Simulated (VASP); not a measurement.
Data:

```yaml
crystal:
  lattice:
    - [0.00000, 2.65281, 2.65281]
    - [2.65281, 0.00000, 2.65281]
    - [2.65281, 2.65281, 0.00000]
  atoms:
    - { symbol: Co, position: [0.00000, 0.00000, 0.00000] }
    - { symbol: Si, position: [0.25000, 0.25000, 0.25000] }
    - { symbol: Si, position: [0.75000, 0.75000, 0.75000] }
```

Method: r2SCAN+rVV10, VASP's PBE PAW potentials (set 64) (plane waves; VASP). Settings: 400 eV cut-off, 11×11×11 Γ-centred mesh, tetrahedra with Blöchl corrections, potentials Co Si.

Question: Tabulate the total density of states (states/eV per cell) against energy (eV; zero at the valence-band maximum or, without a gap, the Fermi level).

Answer: 
(E (eV), DOS (states/eV)): (-9.98, 0.57); (-9.62, 0.68); (-9.26, 0.68); (-8.90, 0.54); (-8.66, 0.94); (-8.30, 0.68); (-7.94, 0.62); (-7.58, 0.68); (-7.22, 0.64); (-6.86, 0.77); (-6.50, 0.78); (-6.14, 0.71); (-5.90, 0.80); (-5.54, 0.88); (-5.18, 0.98); (-4.82, 1.26); (-4.46, 1.91); (-4.10, 2.86); (-3.74, 2.18); (-3.38, 1.30); (-3.14, 1.92); (-2.78, 1.25); (-2.42, 1.94); (-2.06, 4.85); (-1.70, 5.75); (-1.34, 2.91); (-0.98, 2.36); (-0.62, 2.49); (-0.38, 1.65); (-0.02, 1.00); (0.34, 0.70); (0.70, 0.51); (1.06, 0.38); (1.42, 0.31); (1.78, 0.22); (2.14, 0.96); (2.38, 1.26); (2.74, 2.21); (3.10, 1.51); (3.46, 0.55)
Within 2 eV below the Fermi level the largest weight inside VASP's projection spheres is Co d.

The structure comes from a measured CoSi2 entry (Fm-3m) of the Crystallography Open Database, whose conditions weren't checked. It was relaxed first. The run is not spin-polarised, so no magnetic state was tried. The electron count is odd and the run is not spin-polarised, which forces a metal.
